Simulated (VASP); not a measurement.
OSZICAR of a VASP run on AlN:

File OSZICAR:
```
...
DAV:  12    -0.179670680802E+03   -0.22532E-04   -0.32105E-06   866   0.692E-03    0.135E-03
DAV:  13    -0.179670695991E+03   -0.15189E-04   -0.22685E-06   845   0.427E-03    0.136E-03
DAV:  14    -0.179670706989E+03   -0.10998E-04   -0.18383E-06   853   0.319E-03    0.132E-03
DAV:  15    -0.179670708516E+03   -0.15268E-05   -0.66957E-07   863   0.225E-03
   4 F= -.17967071E+03 E0= -.17967071E+03  d E =-.130249E+00
       N       E                     dE             d eps       ncg     rms          rms(c)
DAV:   1    -0.179677167754E+03   -0.64608E-02   -0.90872E-01  1108   0.415E+00    0.196E-01
DAV:   2    -0.179678744900E+03   -0.15771E-02   -0.22493E-02  1268   0.564E-01    0.133E-01
DAV:   3    -0.179678388801E+03    0.35610E-03   -0.63124E-04  1332   0.132E-01    0.828E-02
DAV:   4    -0.179678227085E+03    0.16172E-03   -0.87051E-04  1316   0.139E-01    0.265E-02
DAV:   5    -0.179678236354E+03   -0.92694E-05   -0.21624E-04  1316   0.662E-02    0.250E-02
DAV:   6    -0.179678236238E+03    0.11616E-06   -0.25675E-05   900   0.210E-02
   5 F= -.17967824E+03 E0= -.17967824E+03  d E =-.137777E+00
       N       E                     dE             d eps       ncg     rms          rms(c)
DAV:   1    -0.179710929715E+03   -0.32693E-01   -0.16310E+01  1098   0.177E+01    0.731E-01
DAV:   2    -0.179734425663E+03   -0.23496E-01   -0.33150E-01  1308   0.212E+00    0.475E-01
DAV:   3    -0.179729406475E+03    0.50192E-02   -0.95084E-03  1370   0.493E-01    0.291E-01
DAV:   4    -0.179727021773E+03    0.23847E-02   -0.10012E-02  1273   0.445E-01    0.112E-01
DAV:   5    -0.179727118931E+03   -0.97158E-04   -0.21918E-03  1316   0.198E-01    0.821E-02
DAV:   6    -0.179727110083E+03    0.88480E-05   -0.35642E-04  1338   0.733E-02    0.352E-02
DAV:   7    -0.179727115228E+03   -0.51449E-05   -0.46513E-05  1180   0.331E-02
   6 F= -.17972712E+03 E0= -.17972712E+03  d E =-.488790E-01
       N       E                     dE             d eps       ncg     rms          rms(c)
DAV:   1    -0.179727807414E+03   -0.69733E-03   -0.22114E-01  1098   0.205E+00    0.803E-02
DAV:   2    -0.179728105365E+03   -0.29795E-03   -0.42605E-03  1298   0.242E-01    0.557E-02
DAV:   3    -0.179728046252E+03    0.59113E-04   -0.13882E-04  1372   0.592E-02    0.335E-02
DAV:   4    -0.179728033472E+03    0.12780E-04   -0.13073E-04  1269   0.510E-02    0.127E-02
DAV:   5    -0.179728043730E+03   -0.10259E-04   -0.29129E-05  1028   0.225E-02    0.849E-03
DAV:   6    -0.179728053813E+03   -0.10083E-04   -0.56884E-06   837   0.916E-03    0.272E-03
DAV:   7    -0.179728058320E+03   -0.45067E-05   -0.13885E-06   863   0.483E-03
   7 F= -.17972806E+03 E0= -.17972806E+03  d E =-.498221E-01
       N       E                     dE             d eps       ncg     rms          rms(c)
DAV:   1    -0.179744693602E+03   -0.16640E-01   -0.31905E+00  1098   0.788E+00    0.328E-01
DAV:   2    -0.179749124304E+03   -0.44307E-02   -0.63859E-02  1324   0.929E-01    0.211E-01
DAV:   3    -0.179748308905E+03    0.81540E-03   -0.16236E-03  1340   0.196E-01    0.138E-01
DAV:   4    -0.179747929306E+03    0.37960E-03   -0.19761E-03  1262   0.207E-01    0.420E-02
DAV:   5    -0.179747976087E+03   -0.46781E-04   -0.56215E-04  1298   0.980E-02    0.314E-02
DAV:   6    -0.179747979847E+03   -0.37605E-05   -0.56366E-05  1279   0.317E-02
   8 F= -.17974798E+03 E0= -.17974798E+03  d E =-.199215E-01
       N       E                     dE             d eps       ncg     rms          rms(c)
DAV:   1    -0.179747984479E+03   -0.83919E-05   -0.10060E-03  1133   0.141E-01    0.729E-03
DAV:   2    -0.179747987270E+03   -0.27906E-05   -0.12697E-05   909   0.150E-02    0.574E-03
DAV:   3    -0.179747990328E+03   -0.30582E-05   -0.28037E-06   819   0.774E-03    0.272E-03
DAV:   4    -0.179747994021E+03   -0.36932E-05   -0.12028E-06   832   0.460E-03
   9 F= -.17974799E+03 E0= -.17974799E+03  d E =-.199357E-01
       N       E                     dE             d eps       ncg     rms          rms(c)
DAV:   1    -0.179754867466E+03   -0.68771E-02   -0.18509E+00  1098   0.603E+00    0.225E-01
DAV:   2    -0.179757557800E+03   -0.26903E-02   -0.35013E-02  1343   0.684E-01    0.141E-01
DAV:   3    -0.179757125109E+03    0.43269E-03   -0.78250E-04  1335   0.144E-01    0.887E-02
DAV:   4    -0.179756910306E+03    0.21480E-03   -0.11618E-03  1308   0.161E-01    0.305E-02
DAV:   5    -0.179756928521E+03   -0.18215E-04   -0.29439E-04  1272   0.740E-02    0.277E-02
DAV:   6    -0.179756927497E+03    0.10242E-05   -0.22833E-05   767   0.207E-02
  10 F= -.17975693E+03 E0= -.17975693E+03  d E =-.893348E-02
       N       E                     dE             d eps       ncg     rms          rms(c)
DAV:   1    -0.179758342597E+03   -0.14141E-02   -0.82854E-01  1098   0.403E+00    0.152E-01
DAV:   2    -0.179759570724E+03   -0.12281E-02   -0.15875E-02  1348   0.461E-01    0.953E-02
DAV:   3    -0.179759377803E+03    0.19292E-03   -0.35368E-04  1338   0.972E-02    0.605E-02
DAV:   4    -0.179759284604E+03    0.93200E-04   -0.53829E-04  1308   0.109E-01    0.214E-02
DAV:   5    -0.179759293058E+03   -0.84546E-05   -0.13084E-04  1232   0.498E-02    0.190E-02
DAV:   6    -0.179759293530E+03   -0.47135E-06   -0.11994E-05   731   0.151E-02
  11 F= -.17975929E+03 E0= -.17975929E+03  d E =-.112995E-01
       N       E                     dE             d eps       ncg     rms          rms(c)
DAV:   1    -0.179760546289E+03   -0.12532E-02   -0.21068E+00  1098   0.638E+00    0.242E-01
DAV:   2    -0.179763570296E+03   -0.30240E-02   -0.41150E-02  1309   0.741E-01    0.158E-01
DAV:   3    -0.179762954290E+03    0.61601E-03   -0.93408E-04  1343   0.167E-01    0.101E-01
DAV:   4    -0.179762608775E+03    0.34551E-03   -0.17162E-03  1317   0.215E-01    0.315E-02
DAV:   5    -0.179762658872E+03   -0.50096E-04   -0.56443E-04  1266   0.100E-01    0.322E-02
DAV:   6    -0.179762656647E+03    0.22247E-05   -0.15856E-05   823   0.178E-02
  12 F= -.17976266E+03 E0= -.17976266E+03  d E =-.336312E-02
       N       E                     dE             d eps       ncg     rms          rms(c)
DAV:   1    -0.179762890245E+03   -0.23137E-03   -0.10496E-01  1098   0.142E+00    0.540E-02
DAV:   2    -0.179763031029E+03   -0.14078E-03   -0.19815E-03  1312   0.164E-01    0.347E-02
DAV:   3    -0.179763000676E+03    0.30353E-04   -0.50199E-05  1223   0.379E-02    0.216E-02
DAV:   4    -0.179762983991E+03    0.16685E-04   -0.73620E-05  1198   0.443E-02    0.600E-03
DAV:   5    -0.179762986499E+03   -0.25079E-05   -0.25047E-05   903   0.208E-02
  13 F= -.17976299E+03 E0= -.17976299E+03  d E =-.369297E-02
       N       E                     dE             d eps       ncg     rms          rms(c)
DAV:   1    -0.179764161448E+03   -0.11775E-02   -0.10971E+00  1098   0.464E+00    0.171E-01
DAV:   2    -0.179765738985E+03   -0.15775E-02   -0.20011E-02  1319   0.526E-01    0.108E-01
DAV:   3    -0.179765486409E+03    0.25258E-03   -0.44689E-04  1356   0.115E-01    0.689E-02
DAV:   4    -0.179765369516E+03    0.11689E-03   -0.68950E-04  1332   0.127E-01    0.247E-02
DAV:   5    -0.179765381748E+03   -0.12232E-04   -0.16744E-04  1249   0.578E-02    0.207E-02
DAV:   6    -0.179765381543E+03    0.20465E-06   -0.14400E-05   756   0.165E-02
  14 F= -.17976538E+03 E0= -.17976538E+03  d E =-.239504E-02
       N       E                     dE             d eps       ncg     rms          rms(c)
DAV:   1    -0.179765400686E+03   -0.18938E-04   -0.24602E-02  1098   0.694E-01    0.271E-02
DAV:   2    -0.179765440084E+03   -0.39398E-04   -0.46918E-04  1332   0.804E-02    0.173E-02
DAV:   3    -0.179765434614E+03    0.54697E-05   -0.88397E-06   860   0.178E-02    0.115E-02
DAV:   4    -0.179765433364E+03    0.12499E-05   -0.25231E-05   908   0.241E-02
  15 F= -.17976543E+03 E0= -.17976543E+03  d E =-.244687E-02
       N       E                     dE             d eps       ncg     rms          rms(c)
DAV:   1    -0.179765878870E+03   -0.44426E-03   -0.19977E-01  1098   0.193E+00    0.884E-02
DAV:   2    -0.179766150918E+03   -0.27205E-03   -0.46157E-03  1383   0.258E-01    0.597E-02
DAV:   3    -0.179766085785E+03    0.65133E-04   -0.19139E-04  1338   0.649E-02    0.401E-02
DAV:   4    -0.179766056442E+03    0.29343E-04   -0.10639E-04  1301   0.417E-02    0.176E-02
DAV:   5    -0.179766051898E+03    0.45439E-05   -0.17524E-05   988   0.229E-02
  16 F= -.17976605E+03 E0= -.17976605E+03  d E =-.618534E-03
       N       E                     dE             d eps       ncg     rms          rms(c)
DAV:   1    -0.179766085012E+03   -0.28570E-04   -0.76993E-03  1138   0.379E-01    0.160E-02
DAV:   2    -0.179766093945E+03   -0.89334E-05   -0.18284E-04  1315   0.512E-02    0.125E-02
DAV:   3    -0.179766091267E+03    0.26782E-05   -0.59474E-06   721   0.126E-02    0.864E-03
DAV:   4    -0.179766090175E+03    0.10924E-05   -0.77091E-06   808   0.126E-02
  17 F= -.17976609E+03 E0= -.17976609E+03  d E =-.656811E-03
       N       E                     dE             d eps       ncg     rms          rms(c)
DAV:   1    -0.179766294536E+03   -0.20327E-03   -0.15613E-01  1098   0.163E+00    0.691E-02
DAV:   2    -0.179766502892E+03   -0.20836E-03   -0.28541E-03  1256   0.186E-01    0.426E-02
DAV:   3    -0.179766463607E+03    0.39285E-04   -0.66095E-05  1244   0.402E-02    0.295E-02
DAV:   4    -0.179766441394E+03    0.22213E-04   -0.78947E-05  1222   0.426E-02    0.118E-02
DAV:   5    -0.179766442762E+03   -0.13680E-05   -0.22465E-05   920   0.207E-02
  18 F= -.17976644E+03 E0= -.17976644E+03  d E =-.352588E-03
```

**Question.** Which electronic solver shows in the log?

**Answer.** It is blocked Davidson (ALGO = Normal, or the opening steps of other solvers). The INCAR had ALGO = Normal.

**Question.** Can the final energy be trusted as converged?

**Answer.** The calculation finished and met its thresholds. It stopped with EDIFF = 1E-5, NELM = 100, NSW = 50 and EDIFFG = -0.03 after 18 ionic steps (PBEsol GGA, plane waves, VASP's PBE PAW potentials (set 64)).

The cell is a thin slab with vacuum, built from AlN (wurtzite): (110) face.
